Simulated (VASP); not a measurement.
Write the native input for VASP 6.6.1 that does the following.

* Task: band structure
* Functional: LDA
* Potentials or basis: VASP PAW LDA potentials, release 64 (Hg, Te)
* Cutoff: 520 eV
* k mesh: 10 × 10 × 10
* Occupations: gaussian, width 0.03 eV
* Spin: no spin polarisation
* Further INCAR settings: ALGO = Normal; EDIFF = 1e-06

The structure of HgTe (Coloradoite) lies in POSCAR:

```
HgTe                                    
1.0
    0.0000000000      3.2580088205      3.2580088205
    3.2580088205      0.0000000000      3.2580088205
    3.2580088205      3.2580088205      0.0000000000
  Hg              Te            
     1     1
Direct
     0.0000000000000000    0.0000000000000000    0.0000000000000000
     0.2500000000000000    0.2500000000000000    0.2500000000000000
```

One way to write it, as run:

INCAR

```
PREC     = Accurate       # precision mode
ENCUT    = 520            # plane-wave cutoff, eV
EDIFF    = 1E-6           # SCF threshold, eV
ISMEAR   = 0              # smearing method
SIGMA    = 0.03           # smearing width, eV
LREAL    = False          # projectors in reciprocal space
LASPH    = True           # aspherical terms in the spheres
NELM     = 80             # most SCF steps
ALGO     = Normal         # electronic algorithm
ISIF     = 2              # what is computed and relaxed
LWAVE    = False          # write WAVECAR
LCHARG   = False          # write CHGCAR
GGA      = CA             # functional
```

KPOINTS

```
regular mesh
0
Gamma
  10 10 10
```

KPOINTS_OPT

```
explicit points
302
Reciprocal
 0.0000000000  0.0000000000  0.0000000000 1
 0.0263157895  0.0000000000  0.0263157895 1
 0.0526315789  0.0000000000  0.0526315789 1
 0.0789473684  0.0000000000  0.0789473684 1
 0.1052631579  0.0000000000  0.1052631579 1
 0.1315789474  0.0000000000  0.1315789474 1
[... 294 lines left out ...]
 0.5126615400  0.0253230800  0.5126615400 1
 0.4873384600 -0.0253230800  0.4873384600 1
```

Potentials or basis: VASP PAW LDA potentials, release 64 (Hg, Te).

Run with:

```sh
$ cat potpaw_LDA.64/Hg/POTCAR potpaw_LDA.64/Te/POTCAR > POTCAR
$ mpirun -np 1 vasp_std > vasp.out
```

Results of the run:

| Quantity | Value |
| --- | --- |
| Pressure | -1.4 GPa |
| Band gap along the path | none (metal or under the smearing width) |

Caveat: spin-orbit coupling is left out, which moves the levels of the heavy elements.

Wall time 64 s on 1 thread of Intel(R) Xeon(R) 6975P-C (Granite Rapids) (shared host), peak memory 0.22 GiB.
